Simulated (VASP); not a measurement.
Method: RPBE GGA, VASP's PBE PAW potentials (set 64) (plane waves; VASP).

Input for VASP

POSCAR:
```
Tb
1
    1.8153453113    -3.1442698283     0.0000000000
    1.8153453113     3.1442698283     0.0000000000
    0.0000000000     0.0000000000     5.5964071597
Tb
2
Direct
  0.3333330000   0.6666670000   0.2500000000
  0.6666670000   0.3333330000   0.7500000000
```

KPOINTS:
```
Automatic
0
gamma
  11 11 7
```

INCAR:
```
SYSTEM = Tb
PREC = Accurate
ENCUT = 520
EDIFF = 1E-7
NELM = 100
ALGO = Normal
LREAL = .FALSE.
LASPH = .TRUE.
ISMEAR = 1
SIGMA = 0.1
GGA = RP
LMAXMIX = 6
LWAVE = .FALSE.
LCHARG = .FALSE.
ISIF = 4
IBRION = 2
NSW = 30
EDIFFG = -0.01
```

POTCAR, in this order: Tb_3 (PBE.64 set). Program: vasp_std.

What VASP printed:

File OSZICAR:
```
       N       E                     dE             d eps       ncg     rms          rms(c)
DAV:   1     0.405823980710E+02    0.40582E+02   -0.89397E+03  1664   0.123E+03
DAV:   2    -0.620880543175E+01   -0.46791E+02   -0.45811E+02  1754   0.251E+02
DAV:   3    -0.832985346137E+01   -0.21210E+01   -0.19816E+01  2293   0.305E+01
DAV:   4    -0.837979062531E+01   -0.49937E-01   -0.49364E-01  1887   0.471E+00
DAV:   5    -0.838115699972E+01   -0.13664E-02   -0.13651E-02  2387   0.630E-01    0.239E+01
DAV:   6    -0.838844409071E+01   -0.72871E-02   -0.21135E-02  1940   0.129E+00    0.143E+01
DAV:   7    -0.840088798628E+01   -0.12444E-01   -0.39935E-02  1954   0.179E+00    0.219E-01
DAV:   8    -0.840071001139E+01    0.17797E-03   -0.20079E-03  1989   0.366E-01    0.656E-02
DAV:   9    -0.840072892568E+01   -0.18914E-04   -0.22172E-04  2029   0.119E-01    0.361E-02
DAV:  10    -0.840072112999E+01    0.77957E-05   -0.30596E-05  1984   0.408E-02    0.404E-02
DAV:  11    -0.840072349236E+01   -0.23624E-05   -0.42010E-06  1914   0.168E-02    0.196E-03
DAV:  12    -0.840072371166E+01   -0.21930E-06   -0.20447E-07  1756   0.398E-03    0.389E-03
DAV:  13    -0.840072356550E+01    0.14616E-06   -0.52103E-08  1162   0.183E-03    0.514E-04
DAV:  14    -0.840072354929E+01    0.16208E-07   -0.79210E-09  1122   0.754E-04
   1 F= -.84007235E+01 E0= -.83997419E+01  d E =-.840072E+01
       N       E                     dE             d eps       ncg     rms          rms(c)
DAV:   1    -0.841230822618E+01   -0.11585E-01   -0.43730E-01  1694   0.489E+00    0.429E-01
DAV:   2    -0.840689479084E+01    0.54134E-02   -0.72503E-03  1979   0.727E-01    0.261E-01
DAV:   3    -0.840440704751E+01    0.24877E-02   -0.32442E-03  2019   0.451E-01    0.111E-01
DAV:   4    -0.840442916910E+01   -0.22122E-04   -0.48908E-04  2095   0.166E-01    0.621E-02
DAV:   5    -0.840443231689E+01   -0.31478E-05   -0.11415E-05  2125   0.276E-02    0.104E-02
DAV:   6    -0.840443200695E+01    0.30994E-06   -0.12704E-06  2300   0.871E-03    0.295E-03
DAV:   7    -0.840443194650E+01    0.60454E-07   -0.10862E-07  1075   0.314E-03
   2 F= -.84044319E+01 E0= -.84041868E+01  d E =-.370840E-02
       N       E                     dE             d eps       ncg     rms          rms(c)
DAV:   1    -0.840798825586E+01   -0.35562E-02   -0.15863E-01  1674   0.294E+00    0.261E-01
DAV:   2    -0.840598736495E+01    0.20009E-02   -0.26396E-03  1974   0.440E-01    0.152E-01
DAV:   3    -0.840507028658E+01    0.91708E-03   -0.11894E-03  2014   0.275E-01    0.664E-02
DAV:   4    -0.840507830246E+01   -0.80159E-05   -0.18349E-04  2103   0.101E-01    0.374E-02
DAV:   5    -0.840507928026E+01   -0.97780E-06   -0.41598E-06  2148   0.165E-02    0.728E-03
DAV:   6    -0.840507909653E+01    0.18374E-06   -0.55492E-07  2289   0.581E-03    0.176E-03
DAV:   7    -0.840507906596E+01    0.30568E-07   -0.46760E-08   987   0.200E-03
   3 F= -.84050791E+01 E0= -.84050884E+01  d E =-.435552E-02
```

File OUTCAR:
```
------------------------ aborting loop because EDIFF is reached ----------------------------------------
  FORCE on cell =-STRESS in cart. coord.  units (eV):
  Direction    XX          YY          ZZ          XY          YZ          ZX
  --------------------------------------------------------------------------------------
  Total        0.9141131      0.9141128      0.9191711     -0.0000000      0.0000000      0.0000000
  in kB       22.9240928     22.9240853     23.0509360     -0.0000000      0.0000000      0.0000000
  external PRESSURE =      22.9663714 kB  Pullay stress =       0.0000000 kB
  volume of cell :       63.89
      direct lattice vectors                 reciprocal lattice vectors
     1.802089135 -3.121309432  0.000000000     0.277455754 -0.160189180 -0.000000000
     1.802089135  3.121309432  0.000000000     0.277455754  0.160189180  0.000000000
     0.000000000 -0.000000000  5.679044433    -0.000000000  0.000000000  0.176085962
 POSITION                                       TOTAL-FORCE (eV/Angst)
 -----------------------------------------------------------------------------------
      1.80209      1.04044      1.41976        -0.000000     -0.000000      0.000000
      1.80209     -1.04044      4.25928         0.000000      0.000000      0.000000
 -----------------------------------------------------------------------------------
    total drift:                               -0.000004      0.000109     -0.000011
  FREE ENERGIE OF THE ION-ELECTRON SYSTEM (eV)
  ---------------------------------------------------
  free  energy   TOTEN  =        -8.4050790660 eV

  energy  without entropy=       -8.4051069746  energy(sigma->0) =       -8.40508837

 reached required accuracy - stopping structural energy minimisation
```
(Selected blocks of OUTCAR.)

CONTCAR:
```
Tb
   1.00000000000000
     1.8020891350325310   -3.1213094323520245    0.0000000000000000
     1.8020891350325310    3.1213094323520245    0.0000000000000000
     0.0000000000000000   -0.0000000000000000    5.6790444334608887
  Tb
     2
Direct
     0.3333330000000032    0.6666669999999968    0.2500000000000000
     0.6666669999999968    0.3333330000000032    0.7500000000000000
```

The 4f electrons are frozen in the core of the lanthanide potential, so 4f levels, which can set the real gap, and their magnetism are missing.

The compound is Tb in the hcp structure. This cell is one point of a volume scan, at 0.94 of the reference volume. Symmetry was kept, so distortions that lower it aren't found.
